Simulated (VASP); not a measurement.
The input files of a VASP run:

### POSCAR
```
AlP
1
    3.8628352302     0.0000000000     0.0000000000
   -1.9314176152     3.3453129680     0.0000000000
   -0.0000000000    -0.0000000000     6.3318974002
Al P
2 2
Direct
  0.3333330000   0.6666670000   0.9998904753
  0.6666670000   0.3333330000   0.4998904753
  0.3333330000   0.6666670000   0.3751095247
  0.6666670000   0.3333330000   0.8751095247
```

**INCAR**
```
SYSTEM = AlP
PREC = Accurate
ENCUT = 500
EDIFF = 1E-6
NELM = 100
ALGO = Normal
LREAL = .FALSE.
LASPH = .TRUE.
ISMEAR = 0
SIGMA = 0.05
GGA = PS
LWAVE = .FALSE.
LCHARG = .FALSE.
IBRION = 2
ISIF = 3
NSW = 40
EDIFFG = -0.02
```

KPOINTS:
```
Automatic mesh
0
Gamma
7 7 4
0 0 0
```

POTCAR, in this order: Al P (PBE.64 set). Program: vasp_std.

Q: Write an equivalent input for Ansatz.

A: One equivalent input (not run):
Ansatz 0.2 input:
```yaml
crystal:
  lattice:
    - [3.8628352, 0.0000000, 0.0000000]
    - [-1.9314176, 3.3453130, 0.0000000]
    - [0.0000000, 0.0000000, 6.3318974]
  atoms:
    - { symbol: Al, position: [0.3333330, 0.6666670, 0.9998905] }
    - { symbol: Al, position: [0.6666670, 0.3333330, 0.4998905] }
    - { symbol: P, position: [0.3333330, 0.6666670, 0.3751095] }
    - { symbol: P, position: [0.6666670, 0.3333330, 0.8751095] }
kpoints:
  mp_grid: { grid: [7, 7, 4] }
hamiltonian:
  xc: pbesol
  pseudopotentials: { kind: paw }
scf:
  occupations: { method: gaussian, width: 0.05 }
  max_iter: 100
relax:
  max_steps: 40
  f_tol: 0.02
  cell: {}
output: { forces: true, stress: true, eigenvalues: true }
```
Limits of the translation: each code has its own PAW files, so the cut-off isn't converted (ENCUT is set for VASP's; basis.ecutwfc is left out, and Ansatz then takes the one that its files recommend); Ansatz stops its SCF on the density residual and VASP on the energy change (EDIFF).

The structure was generated: AlP was put into the wurtzite type (P6_3mc), which need not be its known phase. It was relaxed first, which changed the volume by +12 %.
